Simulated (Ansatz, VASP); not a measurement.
# One calculation of NbIn2Se3, two programs

```
CELL_PARAMETERS angstrom
3.46000 0.00000 0.00000
-1.73000 2.99645 0.00000
0.00000 0.00000 13.95000
ATOMIC_POSITIONS crystal
Nb 0.00000 0.00000 0.00000
In 0.66667 0.33333 0.69000
In 0.66667 0.33333 0.31000
Se 0.33333 0.66667 0.88000
Se 0.33333 0.66667 0.12000
Se 0.00000 0.00000 0.50000
```

Alike in both runs: task relaxation of cell and atoms; functional PBE; k mesh 4 × 4 × 1; occupations gaussian, width 0.15 eV; no spin polarisation.

```csv
,VASP,Ansatz
version,VASP 6.6.1,Ansatz 0.2.0
potentials or method,"VASP PAW PBE potentials, release 64 (Nb_sv, In_d, Se)","scalar-relativistic, plane waves, PAW"
plane-wave cutoff (eV),600,420
valence electrons in the cell,57,87
```

VASP gave:

* gap on the k mesh at the Fermi level, each at its own relaxed structure (eV): none
* relaxed volume (Å³/atom): 27.53
* relaxed cell length with the largest relative difference (Å): 14.929
* energy change over the relaxation (meV/atom): -52

Task: Which values does Ansatz return?

Result: gap on the k mesh at the Fermi level, each at its own relaxed structure (eV): none; relaxed volume (Å³/atom): 23.54; relaxed cell length with the largest relative difference (Å): 12.034; energy change over the relaxation (meV/atom): -106.

A gap of «none» marks a metal or a gap that the smearing closes. One of these differences is far larger than is usual between the two programs; its cause wasn't traced. The two sets of potentials don't hold the same shells in valence.

Caveats: the k mesh is coarse (spacing up to 0.52 Å⁻¹), so the values aren't converged; this functional lacks dispersion, which binds the layers, so the pressure and a relaxed spacing across them are unreliable.
